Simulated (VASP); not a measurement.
```
KCl
1.0
    0.00000     3.09349     3.09349
    3.09349     0.00000     3.09349
    3.09349     3.09349     0.00000
K Cl
1 1
Cartesian
  0.00000   0.00000   0.00000
  3.09349   3.09349   3.09349
```

Calculation: PBEsol GGA, VASP's PBE PAW potentials (set 64) (plane waves; VASP). Run with 520 eV cut-off, 7×7×7 Γ-centred mesh, Gaussian smearing of 0.050 eV, potentials K_sv Cl.

**Question.** Predict the energy per atom (σ→0), band gap (on the k-mesh) with the smallest direct gap where there is one.

**Answer.** 
- band gap (on the k-mesh) = 5.19 eV
- smallest direct gap (on the k-mesh) = 5.19 eV
- energy per atom (σ→0) = -3510 meV/atom

The compound is KCl in the rock salt structure. This cell is one point of a volume scan, at 0.97 of the reference volume.
